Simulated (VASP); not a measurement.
Input:

```
CELL_PARAMETERS angstrom
      0.00000     2.49106     2.49106
      2.49106     0.00000     2.49106
      2.49106     2.49106     0.00000
ATOMIC_POSITIONS crystal
  Li 0.00000 0.00000 0.00000
  Cl 0.50000 0.50000 0.50000
```

All values below come from SCAN meta-GGA, VASP's PBE PAW potentials (set 64) (plane waves; VASP). Numerical set-up: 520 eV cut-off, 9×9×9 Γ-centred mesh, Gaussian smearing of 0.050 eV, potentials Li_sv Cl.

Give the stress tensor in GPa (positive for a compressed cell).

```
2.30  0.00  0.00
0.00  2.30  0.00
0.00  0.00  2.30
```
The pressure is its mean diagonal, 2.30 GPa.

The compound is LiCl in the rock salt structure. This cell is one point of a volume scan, at 0.94 of the reference volume.
